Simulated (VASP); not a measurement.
Consider the following.

```
CELL_PARAMETERS angstrom
      1.26972    -2.19921     0.00000
      1.26972     2.19921     0.00000
      0.00000     0.00000     4.19886
ATOMIC_POSITIONS crystal
  B  0.66667 0.33333 0.50026
  B  0.33333 0.66667 0.00026
  N  0.66667 0.33333 0.87474
  N  0.33333 0.66667 0.37474
```

These are revPBE GGA, VASP's PBE PAW potentials (set 64) (plane waves; VASP 6.6.1) values and carry that method's errors. Numerical set-up: 520 eV cut-off, 10×10×5 Γ-centred mesh, Gaussian smearing of 0.050 eV, potentials B N.

### Question
Estimate the energy per atom (σ→0), pressure.

### Answer

energy per atom (σ→0): -8.363 eV/atom
pressure: 11.67 GPa

Only differences to runs with the same potentials and settings are physical.

The compound is BN in the wurtzite structure, a metastable high-pressure form. This cell is one point of a volume scan, at 0.97 of the reference volume.
